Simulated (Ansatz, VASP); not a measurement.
# NiO: VASP beside Ansatz

Wanted: the spread between two codes on one cell, functional and k mesh. The cell is taken from a series of runs on this material, whose earlier steps may have relaxed, scaled, displaced or heated it; both programs get it as it stands.

Calculated with Ansatz 0.2.0; plane waves, with VASP 6.6.1 beside it; single point at PBEsol, DFT+U.

### 1. The structure

The structure is cubic, space group Fm-3m (No. 225). The conventional cell has a = 4.172 Å, b = 4.172 Å, c = 4.172 Å, α = 90.00°, β = 90.00°, γ = 90.00°. Ni has 6 O at 2.09 Å nearest. O has 6 Ni at 2.09 Å nearest. Farther neighbours and most contacts between anions are not listed.

### 2. Ansatz: single point, PBEsol, DFT+U, pair 1

Ansatz runs on its default PAW (the set named soft_2) files.

A single point gives forces, pressure and levels at one fixed geometry, so differences don't come from the geometry; what else differs is listed under the comparison.

Contents of input.yaml:

```yaml
crystal:
  lattice:
    - [2.0859016414, 2.0859016414, 4.1718032828]
    - [4.1718032828, 0.0, 4.1718032828]
    - [2.0859016414, 2.0859016414, 0.0]
  atoms:
    - { symbol: Ni, position: [0.0, 0.0, 0.0], spin: 2.0 }
    - { symbol: O, position: [0.5, 0.0, 0.5] }
    - { symbol: Ni, position: [0.0, 0.5, 0.0], spin: -2.0 }
    - { symbol: O, position: [0.5, 0.5, 0.5] }
kpoints:
  mp_grid: { grid: [8, 8, 8] }
hamiltonian:
  xc: pbesol
  hubbard: { sites: [{ species: Ni, l: d, u_eff: 6.2 }] }
scf:
  occupations: { method: gaussian, width: 0.05 }
output:
  forces: true
  stress: true
  eigenvalues: true
  populations: true
magnetization:
  spin_polarized: true
```

The run is started by

```bash
ansatz run input.yaml --threads 4 --pin off --max-ram 16384MiB --backend cpu --events-out ev --progress --plain --runs-dir out
```

Numbers of over 12 decimals in the logs are rounded to 6 here.

The log of the run:

```text
basis.fft_grid_basis auto: the FFT boxes are laid along the combinations [[1, -1, 0], [1, 0, -1], [0, 0, 1]] of the cell's own vectors, 2.950, 4.172 and 2.950 Å long. The dense box has 20×30×20 points. Along the cell's own vectors, as sized, it would have 36×40×20, 2.40 times as many. basis.fft_grid_basis: typed keeps the cell's own vectors: state it where this run's energies or levels are differenced outside the engine with another run's, or held beside a run that keeps those vectors.
Ni: projections on atomic orbitals take those of the free atom [Ne] 3s2 3p6 3d8 4s2, of charge +0.00 (hamiltonian.pseudopotentials.projection_atoms); the dataset's partial waves leave at most 1.6e-6 of an orbital's norm unspanned inside its sphere
O: projections on atomic orbitals take those of the free atom [He] 2s2 2p4, of charge +0.00 (hamiltonian.pseudopotentials.projection_atoms); the dataset's partial waves leave at most 1.9e-8 of an orbital's norm unspanned inside its sphere
Engine: ansatz 0.2.0, aarch64-unknown-linux-gnu
Pseudopotentials: kind: paw
Pseudopotential: Ni, paw, valence charge 18, recommended cutoff 420 eV (normal), Ni.paw.azcp
Pseudopotential: O, paw, valence charge 6, recommended cutoff 420 eV (normal), O.paw.azcp
Functional definition: PBEsol
  exchange = pbesol_x
  correlation = pbesol_c
Crystal: 4 atoms, lattice volume = 36.303 Å³
Basis set: ecut = 420 eV, 681 PW (Γ), FFT grids on a1−a2, a1−a3, a3, exchange–correlation on 40×60×40 points (8 copies of the dense FFT grid, shifted against one another)
Bands: 32, of which v1, the nominal top of the filled ones, is band 24 counted from 1 (23 counted from 0)
Symmetry: 16 space group operations
Space group: P4/mmm (ITA 123), of the structure as read, at distance tolerance 3.3e-5 Å
Magnetic group: BNS 123.350 (UNI 1010), of the structure as read, at distance tolerance 3.3e-5 Å
k-points: 75 of 512
Non-local potential: Ni, projectors of the file, l = 0: 3, l = 1: 2, l = 2: 3, l = 3: 1
Non-local potential: O, projectors of the file, l = 0: 2, l = 1: 2, l = 2: 1
PAW form: soft (Blöchl's): semilocal exchange-correlation on the pseudo side does not see the compensation charge
PAW frozen core: Ni, regenerated for the run's functional, and the local potential with it (the file was generated under x = pbe(κ = 0.804, μ = 0.219515), c = pbe(β = 0.066725))
PAW frozen core: O, regenerated for the run's functional, and the local potential with it (the file was generated under x = pbe(κ = 0.804, μ = 0.219515), c = pbe(β = 0.066725))
PAW one-centre angular grid: Ni, 590 points (default); XC on 64 Gauss nodes
PAW one-centre angular grid: O, 110 points (default); XC on 64 Gauss nodes
Initial density: superposition of atomic densities (chi_scale 0.1, normalization cell, long waves kept (reshape's long-wave potential 0.00 eV rms))
Starting moments: Σ|m| = 4 μB on 2 of 4 sites
Starting magnetic order: antiferromagnet; a translation exchanges its spin sublattices: spin-degenerate at every k-point
Initial wavefunctions: pseudopotential atomic-orbital guess
Functional: x = pbesol(κ = 0.804, μ = 0.123457), c = pbesol(β = 0.046)
SCF iter   1: F=—  HF=-12728.819948 eV  |F-HF|=—  |Δ(HF+E_count)|=         —  Δρ=2.93e-1 (↑2.93e-1 ↓2.93e-1)  dr2=6.50e1  dr2_m=9.61e0  M=0.000 μB ∫|m|=0.841 μB  β_m=0.30  ethr=3.10e-3  ⟨swp⟩=5.3  Hψ=8572  notcnv=0  defer=31
preconditioner: auto → Kerker (q_TF=auto, 2.858 Å⁻¹)  [metal: Δε(μ)=0.015 eV  Ē_g=14.853 eV  σ=0.050 eV  W_gap=0.16  n_scr=14 (ndim 8)  ℏωp=34.9 eV  f_vac=0.000  D(μ)=2.87/eV (n_scr^D=36)]
spin=Collinear: Kerker preconditioning applied to the charge; magnetization (m = ρ↑ − ρ↓) channel mixes plain (no charge-response kernel on spin).
SCF iter   2: F=—  HF=-12722.160310 eV  |F-HF|=—  |Δ(HF+E_count)|=    6.66e0  Δρ=6.24e-2 (↑6.24e-2 ↓6.24e-2)  dr2=9.41e-1  dr2_m=4.02e-1  M=0.000 μB ∫|m|=2.976 μB  β_m=1.00  ethr=3.10e-3  ⟨swp⟩=3.7  Hψ=6071  notcnv=0  defer=200
SCF iter   3: F=—  HF=-12723.197244 eV  |F-HF|=—  |Δ(HF+E_count)|=    1.04e0  Δρ=4.94e-2 (↑4.94e-2 ↓4.94e-2)  dr2=6.65e-1  dr2_m=2.66e-1  M=0.000 μB ∫|m|=3.504 μB  β_m=1.00  ethr=1.96e-3  ⟨swp⟩=3.6  Hψ=5201  notcnv=0  defer=182
SCF iter   4: F=—  HF=-12724.431566 eV  |F-HF|=—  |Δ(HF+E_count)|=    1.23e0  Δρ=2.49e-2 (↑2.49e-2 ↓2.49e-2)  dr2=5.49e-1  dr2_m=2.28e-3  M=0.000 μB ∫|m|=3.513 μB  β_m=0.30  ethr=1.39e-3  ⟨swp⟩=3.0  Hψ=5382  notcnv=0  defer=206
SCF iter   5: F=—  HF=-12725.115111 eV  |F-HF|=—  |Δ(HF+E_count)|=   6.84e-1  Δρ=1.81e-2 (↑1.81e-2 ↓1.81e-2)  dr2=8.40e-2  dr2_m=8.21e-2  M=0.000 μB ∫|m|=3.713 μB  β_m=1.00  ethr=1.14e-3  ⟨swp⟩=3.0  Hψ=3944  notcnv=0  defer=209
SCF iter   6: F=—  HF=-12725.618997 eV  |F-HF|=—  |Δ(HF+E_count)|=   5.04e-1  Δρ=1.16e-2 (↑1.16e-2 ↓1.16e-2)  dr2=1.24e-1  dr2_m=7.33e-3  M=0.000 μB ∫|m|=3.751 μB  β_m=1.00  ethr=1.75e-4  ⟨swp⟩=2.6  Hψ=4346  notcnv=0  defer=237
SCF iter   7: F=—  HF=-12725.909158 eV  |F-HF|=—  |Δ(HF+E_count)|=   2.90e-1  Δρ=2.39e-3 (↑2.39e-3 ↓2.39e-3)  dr2=1.36e-3  dr2_m=1.81e-4  M=0.000 μB ∫|m|=3.749 μB  β_m=0.30  ethr=1.75e-4  ⟨swp⟩=2.1  Hψ=3670  notcnv=0  defer=242
Mixer restart at iter 7: flushing history
spin-set hold released at iteration 7 (site moments contracting): the magnetisation degrees of freedom join the quasi-Newton model from the next iteration; the mixer history was flushed
SCF iter   8: F=—  HF=-12726.102504 eV  |F-HF|=—  |Δ(HF+E_count)|=   1.93e-1  Δρ=3.56e-3 (↑3.56e-3 ↓3.56e-3)  dr2=3.58e-3  dr2_m=2.26e-3  M=0.000 μB ∫|m|=3.765 μB  β_m=0.65  ethr=2.82e-6  ⟨swp⟩=2.0  Hψ=4650  notcnv=0  defer=247
SCF iter   9: F=—  HF=-12726.339907 eV  |F-HF|=—  |Δ(HF+E_count)|=   2.37e-1  Δρ=3.02e-3 (↑3.02e-3 ↓3.02e-3)  dr2=3.08e-3  dr2_m=1.88e-3  M=0.000 μB ∫|m|=3.802 μB  β_m=0.73  ethr=2.82e-6  ⟨swp⟩=3.0  Hψ=5081  notcnv=0  defer=247
SCF iter  10: F=—  HF=-12726.339512 eV  |F-HF|=—  |Δ(HF+E_count)|=   3.95e-4  Δρ=1.08e-3 (↑1.08e-3 ↓1.08e-3)  dr2=9.83e-4  dr2_m=1.92e-4  M=0.000 μB ∫|m|=3.802 μB  β_m=0.80  ethr=2.82e-6  ⟨swp⟩=2.0  Hψ=4189  notcnv=0  defer=255
SCF iter  11: F=—  HF=-12726.339269 eV  |F-HF|=—  |Δ(HF+E_count)|=   2.43e-4  Δρ=4.39e-4 (↑4.39e-4 ↓4.39e-4)  dr2=8.43e-5  dr2_m=5.26e-6  M=0.000 μB ∫|m|=3.801 μB  β_m=0.90  ethr=2.05e-6  ⟨swp⟩=2.0  Hψ=3097  notcnv=0  defer=255
SCF iter  12: F=—  HF=-12726.339304 eV  |F-HF|=—  |Δ(HF+E_count)|=   3.46e-5  Δρ=1.82e-4 (↑1.82e-4 ↓1.82e-4)  dr2=3.30e-5  dr2_m=4.11e-7  M=0.000 μB ∫|m|=3.801 μB  β_m=0.78  ethr=1.76e-7  ⟨swp⟩=2.0  Hψ=3952  notcnv=0  defer=255
SCF iter  13: F=—  HF=-12726.339285 eV  |F-HF|=—  |Δ(HF+E_count)|=   1.86e-5  Δρ=4.94e-5 (↑4.94e-5 ↓4.94e-5)  dr2=1.24e-6  dr2_m=2.30e-7  M=0.000 μB ∫|m|=3.800 μB  β_m=0.85  ethr=6.87e-8  ⟨swp⟩=2.0  Hψ=3800  notcnv=0  defer=255
SCF iter  14: F=-12726.339285 eV  HF=-12726.339285 eV  |F-HF|=1.99e-8  |Δ(HF+E_count)|=   1.33e-7  Δρ=7.60e-6 (↑7.60e-6 ↓7.60e-6)  dr2=5.45e-8  dr2_m=1.94e-9  M=0.000 μB ∫|m|=3.800 μB  ethr=2.08e-10  ⟨swp⟩=8.3  Hψ=12061  notcnv=0
SCF 1 converged in 14 iterations: F = -12726.339285 eV  dr2 = 5.45e-8
  greatest PAW one-centre occupation: 1.002 electrons in one spin orbital (limit 2), on the Ni atom at site 2 (counted from 0), in its partial waves of l = 1
Symmetry: 4 space group operations
k-points: 150 of 512
Initial density: read from a saved state, or passed on in memory by an earlier SCF of this step, an earlier step, the calling program or the single point that the run made first
Starting moments: Σ|m| = 4 μB on 2 of 4 sites; this step starts from the density that it was given
Initial wavefunctions: those read from a saved state, or passed on in memory by an earlier step or the calling program
the translation (0, 0.5, 0) carries every atom to within crystal.symmetry.tolerance of an atom of its element with the starting moment reversed, but both spin channels are solved: the run starts from a saved state that isn't shown to keep it, or this solve from the single point that its walk made first
iter 1 solved again at ethr=1.13e-10 eV; its pass at ethr=2.08e-6 eV (dr2=5.45e-8 eV) is discarded
SCF iter   1: F=—  HF=-12726.339285 eV  |F-HF|=—  |Δ(HF+E_count)|=         —  Δρ=7.60e-6 (↑7.60e-6 ↓7.60e-6)  dr2=5.45e-8  dr2_m=1.94e-9  M=0.000 μB ∫|m|=3.800 μB  ethr=1.13e-10  ⟨swp⟩=1.0  Hψ=43194  notcnv=0
preconditioner: auto → none  [insulator: Δε(μ)=2.071 eV  Ē_g=14.934 eV  σ=0.050 eV  W_gap=1.00  n_scr=14 (ndim 8)  ℏωp=34.9 eV  f_vac=0.000  D(μ)=0.00/eV (n_scr^D=0)  ε∞_Penn≈6.4]
SCF converged after 14 iterations
Magnetization: 0.0000 μB (24.0000 up, 24.0000 down)
Absolute magnetization: 3.8079 μB (∫|ρ↑−ρ↓|, with the PAW one-centre terms)
Spin contamination: 2.0020 ħ² per cell (⟨S²⟩ above its minimum at these occupations)
Per-site moments (μB) at R_I (Å): [(1.718710, 0.860434), (-0.073572, 0.860434), (-1.718710, 0.860434), (0.073572, 0.860434)]
Free energy (F): -12726.339285 eV
Harris-Foulkes:  -12726.339285 eV  (|F-HF|=1.99e-8)
Internal energy: -12726.339285 eV  (E = F + TS)
E sigma→0 (E₀):  -12726.339285 eV
Fermi energy:    14.839923 eV
--- Per-component energies (eV) ---
  E_band       = -715.558933
  E_kinetic    = 899.377993
  E_local      = -7956.132209  (includes V_loc(G=0)·N_el)
  E_nonlocal   = 1381.788436
  E_hartree    = 3261.790292
  E_xc         = -309.535461
  E_vxc        = -398.956111  (∫ρ·V_xc dr)
  E_hubbard    = 1.565480  (on-site DFT+U / exact-exchange correction)
  E_vhub       = -48.027547  (the Hubbard potential's part of the band-sum identity)
  E_paw        = -3496.067492  (= ΣΔE_a)
  E_vpaw       = -1117.211660  (= ΣTr[D̂ρ^β])
  E_aug_tail   = 0.006342  (compensation charges beyond the density's cutoff)
  E_ewald      = -6509.597820
  E_core_change = 0.465154  (= ΣΔE_core)
  E_smearing   = -0.000000  (= −TS)
  E_closure    = -0.000000  (closes the sum)
  Σ components = -12726.339285   (vs F -12726.339285, Δ=0.00e0)
--- Forces (eV/Å), atoms counted from 1 ---
  atom   1  Ni    -0.00000000     0.00000000     0.00000000
  atom   2  O      0.00000000     0.00000000    -0.00000000
  atom   3  Ni     0.00000000     0.00000000     0.00000000
  atom   4  O      0.00000000     0.00000000     0.00000000
  max |Σ_I F_I| component: 9.71e-29 eV/Å
--- Stress (GPa, compression-positive) ---
        4.495980       0.000000       0.000000
        0.000000       4.495980       0.000000
        0.000000      -0.000000       4.408549
  P = ⅓ Tr σ = 4.4668 GPa (44.668 kbar)
--- Band table (eV; the first three rows and the last of 150) ---
  k-point 0 ↑: bands = [... 20 lower, 10.6200, 12.0630, 12.0727, 12.0727, 15.8813, 16.0538, 16.1313, 20.4677, ... 4 higher]
  k-point 1 ↑: bands = [... 20 lower, 10.9576, 11.2956, 12.1317, 12.1602, 16.2107, 16.3745, 17.1478, 21.0908, ... 4 higher]
  k-point 2 ↑: bands = [... 20 lower, 10.9148, 11.0931, 12.5806, 12.7109, 16.9559, 16.9626, 18.8694, 21.9990, ... 4 higher]
  k-point 74 ↓: bands = [... 20 lower, 11.8703, 11.8703, 11.8753, 11.8753, 15.8755, 16.3796, 19.8867, 20.5131, ... 4 higher]
Occupation matrices written to <dir>
--- Löwdin populations: 4 sites ---
  site symbol       q [e]    m [muB]
     0     Ni     16.7968     1.7243
     1      O      7.0743    -0.0957
     2     Ni     16.7968    -1.7243
     3      O      7.0743     0.0957
  spilling = 0.005370 (of n_electrons = 48.000000)
```

The run ends at a pressure of 4.47 GPa.

(Continued in part 2 of 3.)

[Lines on the potential files, build, host, timing and source positions are cut from VASP's logs without a mark.]

[Logs are printed without paths, hosts, clocks, repeated set-up lines and the standing remarks that a program may print on its own settings, such as how far it seeks lower states.]

[Hosts, paths, dates, database ids (printed as entryN), source tags and the programs' standing remarks are cut or masked in the printed files.]
